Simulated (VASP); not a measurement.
Input:

```
CELL_PARAMETERS angstrom
      0.00000     2.62416     2.62416
      2.62416     0.00000     2.62416
      2.62416     2.62416     0.00000
ATOMIC_POSITIONS crystal
  Cd 0.00000 0.00000 0.00000
  F  0.25000 0.25000 0.25000
  F  0.75000 0.75000 0.75000
```

Level of theory: LDA (Ceperley-Alder, Perdew-Zunger), VASP's LDA PAW potentials (set 64) (plane waves; VASP). Run with 620 eV cut-off, 7×7×7 Γ-centred mesh, Gaussian smearing of 0.050 eV, potentials Cd F.

Energy and stress use the plane-wave basis of the starting cell.

Task: The ions, cell shape and volume at an external pressure of 10.0 GPa are relaxed. Which structure does the run end with?

Result: 
```
CELL_PARAMETERS angstrom
      0.00000     2.59770     2.59770
      2.59770     0.00000     2.59770
      2.59770     2.59770     0.00000
ATOMIC_POSITIONS crystal
  Cd 0.00000 0.00000 0.00000
  F  0.25000 0.25000 0.25000
  F  0.75000 0.75000 0.75000
```
Space group Fm-3m (225), at a tolerance of 0.03 Å.

Task: How do energy and volume change from the first to the last step?

Result: The energy (σ→0) changes by +16.7 meV/atom and the volume by -3.0 %, in 3 ionic steps.

```csv
step,E(σ→0) (eV),max force (eV/Å),pressure (GPa),volume (Å³)
1,-12.7165,0.000,4.99,36.14
2,-12.6013,0.000,14.58,34.21
3,-12.6663,0.000,9.98,35.06
```

The compound is CdF2 in the fluorite structure. This run relaxes it under an external pressure of 10 GPa. Symmetry was kept, so distortions that lower it aren't found.
